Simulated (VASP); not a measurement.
Data:

```yaml
crystal:
  lattice:
    - [1.83286, -3.17460, 0.00000]
    - [1.83286, 3.17460, 0.00000]
    - [0.00000, 0.00000, 5.82218]
  atoms:
    - { symbol: Zr, position: [0.00000, 0.00000, 0.00000] }
    - { symbol: S, position: [0.33333, 0.66667, 0.24924] }
    - { symbol: S, position: [0.66667, 0.33333, 0.75076] }
```

Computed with PBE GGA with D3 dispersion (zero damping), VASP's PBE PAW potentials (set 64) (plane waves; VASP). Settings: 520 eV cut-off, 8×8×5 Γ-centred mesh, tetrahedra with Blöchl corrections, potentials Zr_sv S.

**Question.** Predict the energy per atom (σ→0).

**Answer.** 
```
Quantity                        Value
---------------------  --------------
energy per atom (σ→0)  -7.347 eV/atom
```

The compound is ZrS2 in the 1T layered structure. It was relaxed first.
